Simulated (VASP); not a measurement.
OSZICAR of a VASP run on Ni (fcc):

**OSZICAR**
```
       N       E                     dE             d eps       ncg     rms          rms(c)
DAV:   1     0.170439825974E+02    0.17044E+02   -0.47620E+03  9432   0.141E+03
DAV:   2    -0.119283572729E+02   -0.28972E+02   -0.27875E+02  9278   0.166E+02
DAV:   3    -0.123560687480E+02   -0.42771E+00   -0.42649E+00 10665   0.274E+01
DAV:   4    -0.123599293013E+02   -0.38606E-02   -0.38608E-02 10324   0.227E+00
DAV:   5    -0.123600307612E+02   -0.10146E-03   -0.10145E-03 10596   0.315E-01    0.143E+01
DAV:   6    -0.992483110013E+01    0.24352E+01   -0.59233E+01  9689   0.132E+02    0.132E+01
DAV:   7    -0.775605874014E+01    0.21688E+01   -0.15408E+01  9727   0.610E+01    0.185E+00
DAV:   8    -0.780400981330E+01   -0.47951E-01   -0.17896E-01  9866   0.776E+00    0.163E+00
DAV:   9    -0.778932058130E+01    0.14689E-01   -0.48549E-02 10385   0.359E+00    0.845E-01
DAV:  10    -0.779050728495E+01   -0.11867E-02   -0.11912E-01 10550   0.564E+00    0.425E-01
DAV:  11    -0.778850237499E+01    0.20049E-02   -0.22935E-02  9748   0.268E+00    0.139E-01
DAV:  12    -0.778846000944E+01    0.42366E-04   -0.70453E-04 11828   0.462E-01    0.411E-02
DAV:  13    -0.778848451289E+01   -0.24503E-04   -0.45070E-05 12109   0.105E-01    0.199E-02
DAV:  14    -0.778844662678E+01    0.37886E-04   -0.14105E-05 11896   0.592E-02    0.737E-03
DAV:  15    -0.778843757461E+01    0.90522E-05   -0.82282E-07 10283   0.127E-02    0.634E-03
DAV:  16    -0.778843504676E+01    0.25279E-05   -0.53211E-08  4915   0.456E-03    0.430E-03
DAV:  17    -0.778843400106E+01    0.10457E-05   -0.16973E-07  4777   0.860E-03    0.452E-04
DAV:  18    -0.778843343289E+01    0.56817E-06   -0.65842E-09  4744   0.131E-03    0.175E-04
DAV:  19    -0.778843348472E+01   -0.51832E-07   -0.11765E-09  4727   0.714E-04
   1 F= -.77884335E+01 E0= -.77884335E+01  d E =0.000000E+00  mag=     0.7372
       N       E                     dE             ncg
```

Which electronic solver shows in the log?

It is blocked Davidson (ALGO = Normal, or the opening steps of other solvers). The INCAR had ALGO = Normal.

How was spin treated?

Collinear spin (ISPIN = 2): the summary line carries one mag value, 0.74 μB in the cell.

Can the final energy be trusted as converged?

Self-consistency was reached. It stopped with EDIFF = 1E-7, NELM = 100 (MS2 meta-GGA, plane waves, VASP's PBE PAW potentials (set 64)).

The compound is Ni in the fcc structure. It was relaxed first.
